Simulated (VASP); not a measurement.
```yaml
crystal:
  lattice:
    - [2.80551, 0.00000, 0.00000]
    - [0.00000, 2.80551, 0.00000]
    - [0.00000, 0.00000, 4.02591]
  atoms:
    - { symbol: Ti, position: [0.00000, 0.00000, 0.00000] }
    - { symbol: Al, position: [0.50000, 0.50000, 0.50000] }
```

The numbers are results of PBE GGA with D4 dispersion, VASP's PBE PAW potentials (set 64) (plane waves; VASP), not measurements. Run with 520 eV cut-off, 14×14×10 Γ-centred mesh, tetrahedra with Blöchl corrections, potentials Ti_sv Al.

Question: Estimate the energy per atom (σ→0), band gap (on the k-mesh) with the smallest direct gap where there is one.

Answer: 
```
Item                                                        Result
------------------------  ----------------------------------------
band gap (on the k-mesh)  none (metal, semimetal or under 0.01 eV)
energy per atom (σ→0)                               -6.482 eV/atom
```

Total energies compare only between runs with the same potentials, cut-off and functional.

The compound is TiAl in the L1_0 structure. It was relaxed first. The electron count is odd and the run is not spin-polarised, which forces a metal.
